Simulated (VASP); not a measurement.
A cell of Pd (fcc) near equilibrium:

```
CELL_PARAMETERS angstrom
      0.00000     1.96907     1.96907
      1.96907     0.00000     1.96907
      1.96907     1.96907     0.00000
ATOMIC_POSITIONS crystal
  Pd 0.00000 0.00000 0.00000
```

Calculation: PBE GGA, VASP's PBE PAW potentials (set 64) (plane waves; VASP 6.6.1).

```csv
run,ΔE (meV/atom),σxx,σyy,σzz,"largest shear component, with its sign (GPa)",largest force (eV/Å)
as it is,0.0,0.54,0.54,0.54,0.00,0.000
after one change,1.0,-1.91,-1.91,-1.91,0.00,0.000
```
Stress is in GPa, positive when the cell is compressed.

Task: Which change was made?
(A) biaxial strain of +4.0 % in the yz plane
(B) isotropic strain of -3.0 %
(C) uniaxial strain of -0.5 % along z
(D) isotropic strain of +0.5 %

Result: D, isotropic strain of +0.5 %

The compound is Pd in the fcc structure.
